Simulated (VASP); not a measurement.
Input:

```
CELL_PARAMETERS angstrom
      4.39333     0.00000     0.00000
      0.00000     4.39333     0.00000
      0.00000     0.00000     4.39333
ATOMIC_POSITIONS crystal
  Cs 0.00000 0.00000 0.00000
  Br 0.50000 0.50000 0.50000
```

Method: PBE GGA with D3 dispersion (zero damping), VASP's PBE PAW potentials (set 64) (plane waves; VASP). Run with 520 eV cut-off, 6×6×6 Γ-centred mesh, Gaussian smearing of 0.050 eV, potentials Cs_sv Br.

### Question
Give the energy at these volumes per atom, relative to the lowest: 39.76, 41.03, 42.30, 43.57, 44.84 Å³.

### Answer
7.3, 1.9, 0.0, 1.2, 5.2 meV/atom. A third-order Birch-Murnaghan fit gives B0 = 12.9 GPa and B0′ = 3.8.

The compound is CsBr in the CsCl type structure. It was relaxed first, which changed the volume by +7 %.
